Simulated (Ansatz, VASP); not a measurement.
# TlMoS2 in VASP and in Ansatz

INCAR

```
SYSTEM = TlMoS2
PREC = Accurate ; ENCUT = 520
EDIFF = 1E-7 ; ISMEAR = 0
SIGMA = 0.05 ; LREAL = .FALSE.
LASPH = .TRUE. ; NELM = 80
ALGO = Normal ; ISIF = 2
LWAVE = .FALSE. ; LCHARG = .FALSE.
ISPIN = 2 ; MAGMOM = 0 1 0 0
LORBIT = 11 ; LMAXMIX = 4
LDAU = .TRUE. ; LDAUTYPE = 2
LDAUL = -1 2 -1 ; LDAUU = 0 2 0
LDAUJ = 0 0 0 ; LDAUPRINT = 1
GGA = PS
```

File KPOINTS:

```
Automatic mesh
0
G
  6 6 6
  0 0 0
```

Contents of POSCAR:

```
TlMoS2
1.0
    1.9371054200      1.1183883400      7.0324318700
   -1.9371054200      1.1183883400      7.0324318700
    0.0000000000     -2.2367766700      7.0324318700
Tl Mo S
1 1 2
Direct
    0.5000000000      0.5000000000      0.5000000000
    0.0000000000      0.0000000000      0.0000000000
    0.2667000000      0.2667000000      0.2667000000
    0.7333000000      0.7333000000      0.7333000000
```

File input.yaml:

```yaml
crystal:
  lattice:
    - [1.93710542, 1.11838834, 7.03243187]
    - [-1.93710542, 1.11838834, 7.03243187]
    - [0.0, -2.23677667, 7.03243187]
  atoms:
    - { symbol: Tl, position: [0.5, 0.5, 0.5] }
    - { symbol: Mo, position: [0.0, 0.0, 0.0], spin: 1.0 }
    - { symbol: S, position: [0.2667, 0.2667, 0.2667] }
    - { symbol: S, position: [0.7333, 0.7333, 0.7333] }
hamiltonian:
  xc: pbesol
  pseudopotentials: { kind: paw }
  hubbard: { sites: [{ species: Mo, l: d, u_eff: 2.0 }] }
magnetization:
  spin_polarized: true
kpoints:
  mp_grid: { grid: [6, 6, 6] }
scf:
  occupations: { method: gaussian, width: 0.05 }
output:
  forces: true
  stress: true
  eigenvalues: true
  write_density: true
  write_potential: true
  elf: true
  volumetric_format: npy
```

The cell comes from a database or a generator and needn't be the stable form of this composition.

Alike in both runs: task single point; functional PBEsol; k mesh 6 × 6 × 6; occupations gaussian, width 0.05 eV; collinear spin, ferromagnetic start; Hubbard terms Mo d U = 2 eV.

|  | VASP | Ansatz |
| --- | --- | --- |
| version | VASP 6.6.1 | Ansatz 0.2.0 |
| potentials or method | VASP PAW PBE potentials, release 64 (Tl_d, Mo_sv, S) | Ansatz PAW |
| plane-wave cutoff (eV) | 520 | 420 |
| valence electrons in the cell | 39 | 39 |

VASP gave:

| Property | Result |
| --- | --- |
| gap on the k mesh at the Fermi level (eV) | 0.61 |
| least direct gap on the mesh (eV) | 0.92 |
| pressure (GPa) | -5.5 |
| largest component of the traceless stress (GPa) | 1.16 |
| rms of the force components (eV/Å) | 0.503 |
| net moment per atom (μB) | 0.75 |
| size of the moment on the site where the two differ most (μB) | 2.65 |

Which values does Ansatz return?

gap on the k mesh at the Fermi level (eV): 0.54; least direct gap on the mesh (eV): 0.87; pressure (GPa): -5.6; largest component of the traceless stress (GPa): 0.96; rms of the force components (eV/Å): 0.514; net moment per atom (μB): 0.75; size of the moment on the site where the two differ most (μB): 2.31.

Site moments also hang on the region over which each program counts them. The programs project onto different local orbitals, so the same U acts differently. Atom by atom the forces differ by 0.012 eV/Å (rms over components).

Caveats: spin-orbit coupling is left out, which as a rule narrows the gap of such compounds by several tenths of an eV; the PAW data sets were made with another functional, which shifts forces and pressure a little (VASP); the magnetic or orbital state may not be the lowest (Ansatz); the PAW data sets come from PBE, with cores solved anew for the run's functional, which leaves a small shift of forces and pressure (Ansatz); forces of over 1 eV/Å show positions far from the minimum, so gaps and moduli don't describe the material at rest (Ansatz). A k mesh can miss the band edges. The state reached can hang on the start; a lower one may exist.
